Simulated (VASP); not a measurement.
Consider the following.

```yaml
crystal:
  lattice:
    - [3.99840, 0.00000, 0.00000]
    - [0.00000, 3.99840, 0.00000]
    - [0.00000, 0.00000, 3.99840]
  atoms:
    - { symbol: Ti, position: [0.00000, 0.00000, 0.00000] }
    - { symbol: Pt, position: [0.00000, 0.50000, 0.50000] }
    - { symbol: Pt, position: [0.50000, 0.00000, 0.50000] }
    - { symbol: Pt, position: [0.50000, 0.50000, 0.00000] }
```

Level of theory: PBE GGA + U (Dudarev), VASP's PBE PAW potentials (set 64) (plane waves; VASP 6.6.1). Numerical set-up: 400 eV cut-off, 7×7×7 Γ-centred mesh, first-order Methfessel-Paxton smearing of 0.10 eV, potentials Ti_sv Pt, U − J: Ti 3.00 eV.

Unless said otherwise, spin-orbit coupling is left out, though it shifts the bands of the heavy elements here.

Problem. Estimate the energy per atom (σ→0), pressure, band gap (on the k-mesh) with the smallest direct gap where there is one.

Solution. 
```yaml
band gap (on the k-mesh): none (metal, semimetal or under 0.01 eV)
energy per atom (σ→0): -6.847 eV/atom
pressure: -6.48 GPa
```

Only differences to runs with the same potentials and settings are physical.

The compound is Pt3Ti in the L1_2 structure. The cell was not relaxed at this level. The run is one of a series of settings (LDAU = .TRUE., LDAUJ = 0 0, LDAUL = 2 -1, LDAUTYPE = 2, LDAUU = 3.0 0 against the base run), some of them coarse on purpose.
